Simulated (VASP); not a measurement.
Data:

```
CELL_PARAMETERS angstrom
      2.00350    -3.33762     0.05438
      2.00350     3.33762     0.05438
     -0.08652     0.00000     6.90382
ATOMIC_POSITIONS crystal
  Cu 0.50000 0.00000 0.50000
  Cu 0.00000 0.50000 0.00000
  Cu 0.98197 0.01803 0.75000
  Cu 0.01803 0.98197 0.25000
  S  0.62979 0.37021 0.75000
  S  0.37021 0.62979 0.25000
```

These are PBEsol GGA, VASP's PBE PAW potentials (set 64) (plane waves; VASP 6.6.1) values and carry that method's errors. Numerical set-up: 400 eV cut-off, 10×10×5 Γ-centred mesh, tetrahedra with Blöchl corrections, potentials Cu S.

The cores are frozen, which limits the accuracy of field gradients.

Give the principal components of the electric field gradient (V/Å²) and the asymmetry η at each nucleus.

```csv
atom,Vxx,Vyy,Vzz,η
Cu1,36.0,28.5,-64.5,0.12
Cu2,36.0,28.5,-64.5,0.12
Cu3,-47.7,-37.3,85.0,0.12
Cu4,-47.7,-37.3,85.0,0.12
S5,34.5,4.7,-39.2,0.76
S6,34.5,4.7,-39.2,0.76
```

The structure comes from a computed database's Cu2S entry (C2/c); how it stands against other phases isn't given here. It was relaxed first.
